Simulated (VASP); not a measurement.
```
AlAs
1.0
    0.00000     2.81873     2.81873
    2.81873     0.00000     2.81873
    2.81873     2.81873     0.00000
Al As
1 1
Direct
  0.00000   0.00000   0.00000
  0.75000   0.75000   0.75000
```

These are LDA (Ceperley-Alder, Perdew-Zunger) with spin-orbit coupling, VASP's LDA PAW potentials (set 64) (plane waves; VASP) values and carry that method's errors. Settings: 400 eV cut-off, 7×7×7 Γ-centred mesh, Gaussian smearing of 0.050 eV, potentials Al As.

### Question
Estimate the energy per atom (σ→0), band gap (over mesh and band path) with the smallest direct gap where there is one.

### Answer

```
Property                                               Result
---------------------------------------------  --------------
band gap (over mesh and band path)                    1.22 eV
smallest direct gap (over mesh and band path)         1.88 eV
energy per atom (σ→0)                          -5.261 eV/atom
```

The structure comes from a computed database's AlAs entry (F-43m); how it stands against other phases isn't given here. It was relaxed first.
